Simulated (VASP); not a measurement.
A cell of TiB$_{2}$ (AlB2 type) near equilibrium:

```
CELL_PARAMETERS angstrom
      1.51301    -2.62061     0.00000
      1.51301     2.62061     0.00000
      0.00000     0.00000     3.22955
ATOMIC_POSITIONS crystal
  Ti 0.00000 0.00000 0.00000
  B  0.33333 0.66667 0.50000
  B  0.66667 0.33333 0.50000
```

Level of theory: r2SCAN meta-GGA, VASP's PBE PAW potentials (set 64) (plane waves; VASP 6.6.1).

```json
[
 {"run": "as it is", "ΔE (meV/atom)": "0.0", "σxx": "0.26", "σyy": "0.26", "σzz": "-0.04", "largest shear component, with its sign (GPa)": "0.00", "largest force (eV/Å)": "0.000"},
 {"run": "after one change", "ΔE (meV/atom)": "74.1", "σxx": "6.60", "σyy": "2.24", "σzz": "0.82", "largest shear component, with its sign (GPa)": "3.18", "largest force (eV/Å)": "3.040"}
]
```
Stress is in GPa, positive when the cell is compressed.

Question: What was changed between the two runs?
A. atom 2 (B) moved by 0.150 Å along x
B. atom 1 (Ti) moved by -0.200 Å along x
C. biaxial strain of -3.0 % in the xy plane
D. biaxial strain of -4.0 % in the yz plane

Answer: A, atom 2 (B) moved by 0.150 Å along x

The compound is TiB2 in the AlB2 type structure.
